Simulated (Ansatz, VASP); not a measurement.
# ZnSiCO: VASP beside Ansatz, part 3 of 3

Wanted: the spread between two codes on one cell, functional and k mesh. The cell is generated by rule, not measured, and may not be a known phase. The cell is taken from a series of runs on this material, whose earlier steps may have relaxed, scaled, displaced or heated it; both programs get it as it stands.

VASP 6.6.1 and Ansatz 0.2.0.

So far: Starting point; Ansatz: zone-centre phonons, PBEsol; VASP: zone-centre phonons, PBEsol.

### 3. VASP: zone-centre phonons, PBEsol (continued)

Level of this step: PBEsol; plane waves and PAW (C, O, Si, Zn); invented cell (VASP).

Numbers of over 12 decimals in the logs are rounded to 6 here.

OUTCAR, selected parts (step 3):

```text
ion  position               nearest neighbor table
   1  0.333  0.667  0.685-   5 1.83   6 1.96   6 1.96   6 1.96
   2  0.667  0.333  0.924-   6 1.83   7 1.96   7 1.96   7 1.96
   3  0.333  0.667  0.194-   8 1.89   8 1.89   8 1.89   7 2.14
   4  0.667  0.333  0.458-   5 1.92   5 1.92   5 1.92   8 2.31
   5  0.333  0.667  0.511-   1 1.83   4 1.92   4 1.92   4 1.92   6 3.12   6 3.12   6 3.12
   6  0.667  0.333  0.751-   2 1.83   1 1.96   1 1.96   1 1.96   5 3.12   5 3.12   5 3.12
   7  0.333  0.667  0.990-   2 1.96   2 1.96   2 1.96   3 2.14
   8  0.667  0.333  0.238-   3 1.89   3 1.89   3 1.89   4 2.31

  LATTYP: Found a hexagonal cell.
 ALAT       =     3.1834761031
 C/A-ratio  =     3.3043429123

 Subroutine GETGRP returns: Found  6 space group operations
 (whereof  6 operations were pure point group operations)

The static configuration has the point symmetry C_3v.

 Found     69 irreducible k-points:

   k-points           NKPTS =     69   k-points in BZ     NKDIM =     69   number of bands    NBANDS=     34

   dimension x,y,z NGX =    28 NGY =   28 NGZ =   84
   dimension x,y,z NGXF=    56 NGYF=   56 NGZF=  168

   ENCUT  =  600.0 eV  44.10 Ry    6.64 a.u.   6.36  6.36 21.01*2*pi/ulx,y,z

   NELECT =      52.0000    total number of electrons

 k-points in reciprocal lattice and weights: Automatic mesh
   0.00000000  0.00000000  0.00000000       0.002
   0.08333333  0.00000000  0.00000000       0.010
   0.16666667  0.00000000  0.00000000       0.010
   0.25000000  0.00000000  0.00000000       0.010
   0.33333333  0.00000000  0.00000000       0.010
   0.41666667 -0.00000000  0.00000000       0.010
   0.50000000  0.00000000  0.00000000       0.005
   0.08333333  0.08333333  0.00000000       0.010
   0.16666667  0.08333333  0.00000000       0.021
[...]
0.33333333  0.25000000  0.50000000       0.021
   0.33333333  0.33333333  0.50000000       0.003

 average (electrostatic) potential at core
       1 -48.9257       2 -48.3329       3 -70.5272       4 -72.7591       5 -85.4409
       6 -83.6568       7 -32.8604       8 -33.2205

[...]
1.59174      0.91899      7.89569         0.000000     -0.000000     -0.023658
     -0.00000      1.83798     10.41710         0.000000     -0.000000      0.028002
      1.59174      0.91899      2.49861        -0.000000      0.000000      0.048426
 -----------------------------------------------------------------------------------
    total drift:                                0.000000      0.000000     -0.000304

 Eigenvectors and eigenvalues of the dynamical matrix
 ----------------------------------------------------

   1 f  =   24.797905 THz   155.809834 2PiTHz  827.169083 cm-1   102.555849 meV
             X         Y         Z           dx          dy          dz
     -0.000000  1.837981  7.202893    -0.000000    0.000000   -0.479821
      1.591738  0.918990  9.724508    -0.000000    0.000000    0.749660
     -0.000000  1.837981  2.042024    -0.000000   -0.000000   -0.041944
      1.591738  0.918990  4.813362    -0.000000    0.000000   -0.047486
     -0.000000  1.837981  5.372473     0.000000   -0.000000    0.284598
      1.591738  0.918990  7.895692     0.000000   -0.000000   -0.348030
     -0.000000  1.837981 10.417100     0.000000   -0.000000   -0.039427
      1.591738  0.918990  2.498607    -0.000000    0.000000    0.009563

   2 f  =   24.458892 THz   153.679748 2PiTHz  815.860803 cm-1   101.153802 meV
             X         Y         Z           dx          dy          dz
     -0.000000  1.837981  7.202893    -0.000000    0.000000   -0.780770
      1.591738  0.918990  9.724508    -0.000000    0.000000   -0.382002
     -0.000000  1.837981  2.042024    -0.000000    0.000000    0.023896
      1.591738  0.918990  4.813362     0.000000   -0.000000    0.057979
     -0.000000  1.837981  5.372473     0.000000    0.000000    0.233640
      1.591738  0.918990  7.895692     0.000000   -0.000000    0.429827
     -0.000000  1.837981 10.417100     0.000000   -0.000000    0.033148
      1.591738  0.918990  2.498607     0.000000   -0.000000   -0.010131

   3 f  =   18.509297 THz   116.297342 2PiTHz  617.403686 cm-1    76.548267 meV
             X         Y         Z           dx          dy          dz
     -0.000000  1.837981  7.202893    -0.720000    0.442706    0.000000
      1.591738  0.918990  9.724508    -0.074761    0.045968   -0.000000
     -0.000000  1.837981  2.042024     0.012545   -0.007713   -0.000000
      1.591738  0.918990  4.813362     0.018561   -0.011413    0.000000
     -0.000000  1.837981  5.372473     0.026490   -0.016288    0.000000
      1.591738  0.918990  7.895692     0.447324   -0.275046    0.000000
     -0.000000  1.837981 10.417100     0.018670   -0.011479   -0.000000
      1.591738  0.918990  2.498607    -0.003950    0.002429   -0.000000

   4 f  =   18.509297 THz   116.297342 2PiTHz  617.403686 cm-1    76.548267 meV
             X         Y         Z           dx          dy          dz
     -0.000000  1.837981  7.202893     0.442706    0.720000   -0.000000
      1.591738  0.918990  9.724508     0.045968    0.074761    0.000000
     -0.000000  1.837981  2.042024    -0.007713   -0.012545   -0.000000
      1.591738  0.918990  4.813362    -0.011413   -0.018561    0.000000
     -0.000000  1.837981  5.372473    -0.016288   -0.026490   -0.000000
      1.591738  0.918990  7.895692    -0.275046   -0.447324   -0.000000
     -0.000000  1.837981 10.417100    -0.011479   -0.018670    0.000000
      1.591738  0.918990  2.498607     0.002429    0.003950    0.000000

   5 f  =   16.550719 THz   103.991235 2PiTHz  552.072566 cm-1    68.448244 meV
             X         Y         Z           dx          dy          dz
     -0.000000  1.837981  7.202893    -0.090221    0.055473    0.000000
      1.591738  0.918990  9.724508     0.778945   -0.478943   -0.000000
     -0.000000  1.837981  2.042024    -0.151784    0.093326    0.000000
      1.591738  0.918990  4.813362     0.000279   -0.000171   -0.000000
     -0.000000  1.837981  5.372473     0.004508   -0.002772    0.000000
      1.591738  0.918990  7.895692     0.001579   -0.000971   -0.000000
     -0.000000  1.837981 10.417100    -0.288972    0.177677   -0.000000
      1.591738  0.918990  2.498607     0.064807   -0.039847   -0.000000

   6 f  =   16.550719 THz   103.991235 2PiTHz  552.072566 cm-1    68.448244 meV
             X         Y         Z           dx          dy          dz
     -0.000000  1.837981  7.202893     0.055473    0.090221   -0.000000
      1.591738  0.918990  9.724508    -0.478943   -0.778945    0.000000
     -0.000000  1.837981  2.042024     0.093326    0.151784   -0.000000
      1.591738  0.918990  4.813362    -0.000171   -0.000279    0.000000
     -0.000000  1.837981  5.372473    -0.002772   -0.004508   -0.000000
      1.591738  0.918990  7.895692    -0.000971   -0.001579    0.000000
     -0.000000  1.837981 10.417100     0.177677    0.288972    0.000000
      1.591738  0.918990  2.498607    -0.039847   -0.064807   -0.000000

   7 f  =   15.757683 THz    99.008440 2PiTHz  525.619713 cm-1    65.168509 meV
             X         Y         Z           dx          dy          dz
     -0.000000  1.837981  7.202893     0.007711   -0.004741    0.000000
      1.591738  0.918990  9.724508    -0.150586    0.092588   -0.000000
     -0.000000  1.837981  2.042024    -0.754212    0.463728    0.000000
      1.591738  0.918990  4.813362     0.011570   -0.007114   -0.000000
     -0.000000  1.837981  5.372473    -0.007895    0.004854    0.000000
      1.591738  0.918990  7.895692     0.008703   -0.005351   -0.000000
     -0.000000  1.837981 10.417100     0.068362   -0.042032   -0.000000
      1.591738  0.918990  2.498607     0.359376   -0.220962    0.000000

   8 f  =   15.757683 THz    99.008440 2PiTHz  525.619713 cm-1    65.168509 meV
             X         Y         Z           dx          dy          dz
     -0.000000  1.837981  7.202893    -0.004741   -0.007711    0.000000
      1.591738  0.918990  9.724508     0.092588    0.150586   -0.000000
     -0.000000  1.837981  2.042024     0.463728    0.754212    0.000000
      1.591738  0.918990  4.813362    -0.007114   -0.011570   -0.000000
     -0.000000  1.837981  5.372473     0.004854    0.007895    0.000000
      1.591738  0.918990  7.895692    -0.005351   -0.008703   -0.000000
     -0.000000  1.837981 10.417100    -0.042032   -0.068362    0.000000
      1.591738  0.918990  2.498607    -0.220962   -0.359376    0.000000

   9 f  =   15.044229 THz    94.525681 2PiTHz  501.821479 cm-1    62.217906 meV
             X         Y         Z           dx          dy          dz
     -0.000000  1.837981  7.202893    -0.000000   -0.000000   -0.152768
      1.591738  0.918990  9.724508     0.000000    0.000000    0.356647
     -0.000000  1.837981  2.042024    -0.000000    0.000000   -0.122265
      1.591738  0.918990  4.813362     0.000000   -0.000000    0.457367
     -0.000000  1.837981  5.372473     0.000000    0.000000   -0.696972
      1.591738  0.918990  7.895692    -0.000000   -0.000000    0.368409
     -0.000000  1.837981 10.417100     0.000000   -0.000000   -0.058391
      1.591738  0.918990  2.498607     0.000000   -0.000000    0.020643

  10 f  =   10.942423 THz    68.753273 2PiTHz  364.999951 cm-1    45.254206 meV
             X         Y         Z           dx          dy          dz
     -0.000000  1.837981  7.202893    -0.000000   -0.000000   -0.088123
      1.591738  0.918990  9.724508     0.000000    0.000000   -0.276859
     -0.000000  1.837981  2.042024     0.000000   -0.000000   -0.000196
      1.591738  0.918990  4.813362    -0.000000    0.000000    0.748316
     -0.000000  1.837981  5.372473     0.000000   -0.000000    0.056740
      1.591738  0.918990  7.895692    -0.000000   -0.000000   -0.554832
     -0.000000  1.837981 10.417100     0.000000    0.000000    0.194525
      1.591738  0.918990  2.498607     0.000000   -0.000000   -0.081902

  11 f  =    8.995960 THz    56.523282 2PiTHz  300.072915 cm-1    37.204283 meV
             X         Y         Z           dx          dy          dz
     -0.000000  1.837981  7.202893    -0.000000    0.000000   -0.125773
      1.591738  0.918990  9.724508     0.000000    0.000000    0.005484
     -0.000000  1.837981  2.042024     0.000000   -0.000000    0.941736
      1.591738  0.918990  4.813362    -0.000000   -0.000000   -0.085447
    [... 145 further lines ...]
     -0.000000  1.837981 10.417100    -0.000000   -0.000000   -0.520799
      1.591738  0.918990  2.498607    -0.000000   -0.000000   -0.514884

 ELASTIC MODULI CONTR FROM IONIC RELAXATION (kBar)
 Direction    XX          YY          ZZ          XY          YZ          ZX
 --------------------------------------------------------------------------------
 XX       -1159.8352     41.8997    255.4725      0.0000    116.8901     -0.0000
 YY          41.8997  -1159.8352    255.4725      0.0000   -116.8901      0.0000
 ZZ         255.4725    255.4725  -1638.4559     -0.0000     -0.0000      0.0000
 XY           0.0000      0.0000     -0.0000   -600.8675      0.0000    125.0120
 YZ         116.8901   -116.8901     -0.0000      0.0000   -412.4297      0.0000
 ZX          -0.0000      0.0000      0.0000    125.0120      0.0000   -509.2092
 --------------------------------------------------------------------------------
```

Energies printed during the response cycles are not total energies of the cell. The PAW data sets were made with PBE, which is usual practice but a small mismatch for other functionals.

### 4. Comparison

Known differences besides the potentials themselves: the cutoff is 420 eV in Ansatz and 600 eV in VASP; Ansatz makes its cores anew for this functional, VASP keeps those of its PBE data sets. Total energies have different zeros and are not compared.

Both answers:

| quantity | Ansatz | VASP | difference |
| --- | --- | --- | --- |
| optical mode 1 to 2 (cm⁻¹) | 62.9 | 62.4 | +0.71 % |
| optical mode 3 to 4 (cm⁻¹) | 101.5 | 101.4 | +0.10 % |
| optical mode 5 (cm⁻¹) | 119.8 | 121.8 | -1.60 % |
| optical mode 6 to 7 (cm⁻¹) | 190.0 | 190.3 | -0.15 % |
| optical mode 8 (cm⁻¹) | 198.1 | 199.8 | -0.86 % |
| optical mode 9 to 10 (cm⁻¹) | 210.7 | 221.5 | -4.86 % |
| optical mode 11 (cm⁻¹) | 298.6 | 300.1 | -0.49 % |
| optical mode 12 (cm⁻¹) | 363.8 | 365.0 | -0.32 % |
| optical mode 13 (cm⁻¹) | 501.3 | 501.8 | -0.10 % |
| optical mode 14 to 15 (cm⁻¹) | 515.3 | 525.6 | -1.97 % |
| optical mode 16 to 17 (cm⁻¹) | 548.1 | 552.1 | -0.72 % |
| optical mode 18 to 19 (cm⁻¹) | 615.5 | 617.4 | -0.30 % |
| optical mode 20 (cm⁻¹) | 812.7 | 815.9 | -0.39 % |
| optical mode 21 (cm⁻¹) | 825.5 | 827.2 | -0.21 % |

Modes are paired by rising frequency, not by their patterns, so a pair may set unlike modes beside each other; they are those without the splitting of longitudinal modes.

### 5. What came out

| Item | Value |
| --- | --- |
| r.m.s. difference of the optical zone-centre modes, each program's sorted by frequency (zone-centre phonons, PBEsol) | 4.9 cm⁻¹ |
| difference in optical mode 9 to 10 (zone-centre phonons, PBEsol) | -4.9 % |

In words: The r.m.s. difference of the optical zone-centre modes, each program's sorted by frequency is 4.9 cm⁻¹ (zone-centre phonons, PBEsol). Among the rows given in per cent, the largest difference of the zone-centre phonons, PBEsol pair is in optical mode 9 to 10, -4.9 %. How closely two codes agree says nothing of how well the functional describes the real material.

[Lines on the potential files, build, host, timing and source positions are cut from VASP's logs without a mark.]

[Logs are printed without paths, hosts, clocks, repeated set-up lines and the standing remarks that a program may print on its own settings, such as how far it seeks lower states.]

[Hosts, paths, dates, database ids (printed as entryN), source tags and the programs' standing remarks are cut or masked in the printed files.]
